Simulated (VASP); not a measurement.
Data:

```yaml
crystal:
  lattice:
    - [1.53043, -2.65078, 0.00000]
    - [1.53043, 2.65078, 0.00000]
    - [0.00000, 0.00000, 3.44383]
  atoms:
    - { symbol: Mg, position: [0.00000, 0.00000, 0.00000] }
    - { symbol: B, position: [0.33333, 0.66667, 0.50000] }
    - { symbol: B, position: [0.66667, 0.33333, 0.50000] }
```

All values below come from PBE GGA with D4 dispersion, VASP's PBE PAW potentials (set 64) (plane waves; VASP). Settings: 520 eV cut-off, Gaussian smearing of 0.050 eV, potentials Mg B.

Question: Give the energies of bands 1 to 6 at the high-symmetry points, in eV from the Fermi level.

Answer: 
```csv
band,Γ,M,K,A,L,H
1,-12.58,-8.63,-7.34,-11.20,-7.57,-6.37
2,-2.80,-7.94,-7.34,-7.51,-6.96,-6.37
3,0.37,-2.21,-5.96,0.80,-3.62,-5.24
4,0.37,0.35,1.96,0.80,-1.89,-2.05
5,2.05,3.31,1.96,6.71,-1.28,-2.05
6,6.37,3.91,6.54,6.71,5.90,3.82
```

It has no gap at this level: it comes out as a metal or semimetal.

The compound is MgB2 in the AlB2 type structure. It was relaxed first.
